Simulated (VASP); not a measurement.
Data:

```xyz
4
Lattice="0.0165 3.8499 3.8317 3.8499 0.0165 3.8317 1.9332 1.9332 0.0000" Properties=species:S:1:pos:R:3 pbc="T T T"
Rh     1.9332     1.9332     0.0000
Pd     1.9415     3.8582     5.7476
Pd     3.8582     1.9415     5.7476
Pd     1.9332     1.9332     3.8317
```

The numbers are results of PBEsol GGA, VASP's PBE PAW potentials (set 64) (plane waves; VASP 6.6.1), not measurements. Run with 400 eV cut-off, 8×8×15 Γ-centred mesh, tetrahedra with Blöchl corrections, potentials Rh_pv Pd.

Tabulate the total density of states (states/eV per cell) against energy (eV; zero at the valence-band maximum or, without a gap, the Fermi level).

(E (eV), DOS (states/eV)): (-9.98, 0.00); (-9.74, 0.00); (-9.50, 0.00); (-9.26, 0.00); (-9.02, 0.00); (-8.90, 0.00); (-8.66, 0.00); (-8.42, 0.00); (-8.18, 0.00); (-7.94, 0.00); (-7.70, 0.00); (-7.46, 0.11); (-7.22, 0.19); (-6.98, 0.25); (-6.74, 0.32); (-6.62, 0.35); (-6.38, 0.43); (-6.14, 0.54); (-5.90, 0.78); (-5.66, 2.85); (-5.42, 5.54); (-5.18, 7.81); (-4.94, 8.76); (-4.70, 7.65); (-4.46, 6.21); (-4.34, 5.45); (-4.10, 4.69); (-3.86, 6.27); (-3.62, 5.66); (-3.38, 6.63); (-3.14, 7.13); (-2.90, 10.2); (-2.66, 10.0); (-2.42, 5.92); (-2.18, 5.71); (-2.06, 5.98); (-1.82, 6.74); (-1.58, 6.27); (-1.34, 5.56); (-1.10, 7.61); (-0.86, 5.08); (-0.62, 5.99); (-0.38, 7.41); (-0.14, 8.15); (0.10, 6.61); (0.22, 6.15); (0.46, 2.84); (0.70, 1.17); (0.94, 0.92); (1.18, 0.93); (1.42, 1.03); (1.66, 1.10); (1.90, 1.08); (2.14, 0.99); (2.38, 0.94); (2.50, 0.91); (2.74, 0.91); (2.98, 0.97); (3.22, 1.09); (3.46, 1.07)
Within 2 eV below the Fermi level the largest weight inside VASP's projection spheres is Pd d, then Rh d.

The structure was generated: Pd3Rh was put into an ordered model structure (Cmmm), which need not be its known phase. It was relaxed first. The electron count is odd and the run is not spin-polarised, which forces a metal.
